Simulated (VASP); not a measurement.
**NdNiAs (space group P-6m2): computed properties**

Calculation: PBEsol GGA, VASP's PBE PAW potentials (set 64) (plane waves; VASP).

space group: P-6m2 (187)
cell: a = 4.0673 Å, b = 4.0673 Å, c = 4.0056 Å, α = 90.00°, β = 90.00°, γ = 120.00°
volume per atom: 19.13 Å^3/atom
band gap (over mesh and band path): none (metal, semimetal or under 0.01 eV)
Hill bulk modulus: 112 GPa
Hill shear modulus: 49.3 GPa
Poisson's ratio: 0.308
density: 8.04 g/cm³
optical Γ-point spectrum: 85, 114 (×2), 151, 248 (×2) cm⁻¹
C11: 196 GPa
C12: 117 GPa
C13: 68.2 GPa
C33: 142 GPa
C44: 59.9 GPa
C66: 39.4 GPa

Space group P-6m2 (No. 187); a = b = 4.067 Å, c = 4.006 Å, α = β = 90.00°, γ = 120.00°

| atom | site | symmetry | x | y | z |
|---|---|---|---|---|---|
| Nd | 1f | -6m2 | 0.6667 | 0.3333 | 0.5000 |
| Ni | 1c | -6m2 | 0.3333 | 0.6667 | 0.0000 |
| As | 1a | -6m2 | 0.0000 | 0.0000 | 0.0000 |

The 4f electrons are frozen in the core of the lanthanide potential, so 4f levels, which can set the real gap, and their magnetism are missing. Finite-difference elastic constants of metals are sensitive to mesh and smearing; shear constants can be off by tens of GPa.

The structure comes from a computed database's NdNiAs entry (P-6m2); how it stands against other phases isn't given here. It was relaxed first. Symmetry was kept, so distortions that lower it aren't found. The run is not spin-polarised, so no magnetic state was tried.
